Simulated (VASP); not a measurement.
# Cd₄Te₃Se (space group Pmm2): computed properties

All values below come from r2SCAN meta-GGA, VASP's PBE PAW potentials (set 64) (plane waves; VASP 6.6.1).

| Property | Result |
|---|---|
| space group | Pmm2 (25) |
| cell | a = 4.563 Å, b = 9.129 Å, c = 6.414 Å, α = β = γ = 90.00° |
| volume per atom | 33.40 Å^3/atom |
| band gap (over mesh and band path) | 0.99 eV |
| smallest direct gap (over mesh and band path) | 0.99 eV |
| band-edge character | direct, Γ to Γ |
| density | 5.66 g/cm³ |

Cd4SeTe3 has the orthorhombic space group Pmm2 (No. 25), Pearson symbol oP8. Lattice parameters: a = 4.5633 Å, b = 9.1295 Å, c = 6.4135 Å, α = 90.00°, β = 90.00°, γ = 90.00°. Cd1 on 1a is coordinated by 2 Se at 2.698 Å and 2 Te at 2.825 Å (tetrahedral). Cd2 on 2h is surrounded by 1 Se at 2.672 Å and 3 Te at 2.824–2.842 Å (tetrahedral). Cd3 on 1b sees 4 Te at 2.818–2.822 Å (tetrahedral). Te1 on 2g is coordinated by 4 Cd at 2.818–2.825 Å (tetrahedral). Te2 on 1d is surrounded by 4 Cd at 2.822–2.842 Å (tetrahedral). Se on 1c sees 4 Cd at 2.672–2.698 Å (tetrahedral). (Neighbours: up to the widest gap in distance over summed covalent radii, below 1.35, at either atom; cation-cation and far metal-metal contacts left out.)

Unless said otherwise, spin-orbit coupling is left out, though it shifts the bands of the heavy elements here.

The structure comes from a computed database's Cd4Te3Se entry (Pmm2); how it stands against other phases isn't given here. It was relaxed first. Symmetry was kept, so distortions that lower it aren't found.
